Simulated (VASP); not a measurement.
OSZICAR of a VASP run on SnSe₂ (1T layered):

**OSZICAR**
```
       N       E                     dE             d eps       ncg     rms          rms(c)
DAV:   1     0.188874633038E+03    0.18887E+03   -0.11987E+04  1603   0.166E+03
DAV:   2     0.747445319149E+01   -0.18140E+03   -0.17827E+03  1699   0.384E+02
DAV:   3    -0.126070147269E+02   -0.20081E+02   -0.19586E+02  1999   0.117E+02
DAV:   4    -0.132202657954E+02   -0.61325E+00   -0.61241E+00  1973   0.220E+01
DAV:   5    -0.132338028100E+02   -0.13537E-01   -0.13535E-01  2438   0.334E+00    0.492E+00
DAV:   6    -0.129909153839E+02    0.24289E+00   -0.56326E-01  2376   0.888E+00    0.313E+00
DAV:   7    -0.129642799868E+02    0.26635E-01   -0.14579E-01  2037   0.298E+00    0.890E-01
DAV:   8    -0.129623484179E+02    0.19316E-02   -0.11439E-02  2033   0.111E+00    0.246E-01
DAV:   9    -0.129623849548E+02   -0.36537E-04   -0.10703E-03  1863   0.270E-01    0.703E-02
DAV:  10    -0.129623880655E+02   -0.31107E-05   -0.10319E-04  2260   0.718E-02    0.267E-02
DAV:  11    -0.129624009582E+02   -0.12893E-04   -0.25833E-05  1795   0.311E-02    0.628E-03
DAV:  12    -0.129624011114E+02   -0.15322E-06   -0.12597E-06  2185   0.101E-02    0.486E-03
DAV:  13    -0.129624014470E+02   -0.33551E-06   -0.91470E-07  1804   0.582E-03    0.124E-03
DAV:  14    -0.129624014680E+02   -0.20994E-07   -0.44555E-08  1513   0.150E-03
   1 F= -.12962401E+02 E0= -.12962401E+02  d E =-.129624E+02
       N       E                     dE             d eps       ncg     rms          rms(c)
DAV:   1    -0.129641879834E+02   -0.17865E-02   -0.10400E-01  1606   0.146E+00    0.926E-02
DAV:   2    -0.129645954546E+02   -0.40747E-03   -0.46297E-03  2031   0.373E-01    0.284E-02
DAV:   3    -0.129645816580E+02    0.13797E-04   -0.49342E-05  1925   0.521E-02    0.193E-02
DAV:   4    -0.129645757116E+02    0.59463E-05   -0.22734E-05  1974   0.329E-02    0.576E-03
DAV:   5    -0.129645758529E+02   -0.14125E-06   -0.32624E-06  1836   0.126E-02    0.225E-03
DAV:   6    -0.129645758104E+02    0.42483E-07   -0.64943E-08  1373   0.223E-03
   2 F= -.12964576E+02 E0= -.12964576E+02  d E =-.217434E-02
       N       E                     dE             d eps       ncg     rms          rms(c)
DAV:   1    -0.129643841894E+02    0.19166E-03   -0.93490E-01  1601   0.437E+00    0.277E-01
DAV:   2    -0.129680802463E+02   -0.36961E-02   -0.41979E-02  2042   0.112E+00    0.880E-02
DAV:   3    -0.129679562465E+02    0.12400E-03   -0.44944E-04  1941   0.155E-01    0.598E-02
DAV:   4    -0.129679044505E+02    0.51796E-04   -0.20778E-04  1937   0.994E-02    0.178E-02
DAV:   5    -0.129679066542E+02   -0.22037E-05   -0.29967E-05  1861   0.380E-02    0.688E-03
DAV:   6    -0.129679065057E+02    0.14855E-06   -0.66058E-07  2186   0.680E-03    0.388E-03
DAV:   7    -0.129679063479E+02    0.15777E-06   -0.51157E-07  1684   0.490E-03    0.591E-04
DAV:   8    -0.129679063571E+02   -0.92432E-08   -0.96341E-08   948   0.197E-03
   3 F= -.12967906E+02 E0= -.12967906E+02  d E =-.550489E-02
       N       E                     dE             d eps       ncg     rms          rms(c)
DAV:   1    -0.129678636073E+02    0.42741E-04   -0.38610E-02  1603   0.888E-01    0.565E-02
DAV:   2    -0.129680139727E+02   -0.15037E-03   -0.17097E-03  2011   0.227E-01    0.173E-02
DAV:   3    -0.129680086448E+02    0.53279E-05   -0.18490E-05  1950   0.318E-02    0.117E-02
DAV:   4    -0.129680063023E+02    0.23425E-05   -0.86162E-06  1977   0.202E-02    0.342E-03
DAV:   5    -0.129680063326E+02   -0.30326E-07   -0.12231E-06  1839   0.771E-03    0.135E-03
DAV:   6    -0.129680063088E+02    0.23769E-07   -0.21801E-08  1042   0.131E-03
   4 F= -.12968006E+02 E0= -.12968006E+02  d E =-.560484E-02
       N       E                     dE             d eps       ncg     rms          rms(c)
DAV:   1    -0.129682923772E+02   -0.28604E-03   -0.68999E-02  1601   0.119E+00    0.721E-02
DAV:   2    -0.129685488508E+02   -0.25647E-03   -0.29617E-03  2078   0.289E-01    0.214E-02
DAV:   3    -0.129685415151E+02    0.73357E-05   -0.29517E-05  1896   0.398E-02    0.145E-02
DAV:   4    -0.129685398476E+02    0.16676E-05   -0.10147E-05  2029   0.198E-02    0.519E-03
DAV:   5    -0.129685402722E+02   -0.42465E-06   -0.15071E-06  1884   0.827E-03    0.186E-03
DAV:   6    -0.129685403436E+02   -0.71441E-07   -0.59425E-08  1151   0.209E-03
   5 F= -.12968540E+02 E0= -.12968540E+02  d E =-.534035E-03
       N       E                     dE             d eps       ncg     rms          rms(c)
DAV:   1    -0.129685592719E+02   -0.19000E-04   -0.13218E-02  1601   0.521E-01    0.314E-02
DAV:   2    -0.129686090860E+02   -0.49814E-04   -0.57177E-04  2090   0.127E-01    0.956E-03
DAV:   3    -0.129686078579E+02    0.12281E-05   -0.56700E-06  1888   0.174E-02    0.648E-03
DAV:   4    -0.129686077482E+02    0.10971E-06   -0.20059E-06  2029   0.882E-03    0.232E-03
DAV:   5    -0.129686079337E+02   -0.18546E-06   -0.29676E-07  1720   0.368E-03    0.831E-04
DAV:   6    -0.129686079667E+02   -0.33012E-07   -0.12107E-08   915   0.968E-04
   6 F= -.12968608E+02 E0= -.12968608E+02  d E =-.601658E-03
```

Problem. Which electronic solver shows in the log?

Solution. It is blocked Davidson (ALGO = Normal, or the opening steps of other solvers). The INCAR had ALGO = Normal.

Problem. Can the final energy be trusted as converged?

Solution. Self-consistency was reached. It stopped with EDIFF = 1E-7, NELM = 100, NSW = 30 and EDIFFG = -0.01 after 6 ionic steps (PBEsol GGA, plane waves, VASP's PBE PAW potentials (set 64)). Without a dispersion term in the relaxation, distances and binding between the weakly bound layers, chains or molecules are unreliable, and so is what depends on them.

The compound is SnSe2 in the 1T layered structure. This cell was strained or had an atom moved on purpose. Symmetry was kept, so distortions that lower it aren't found.
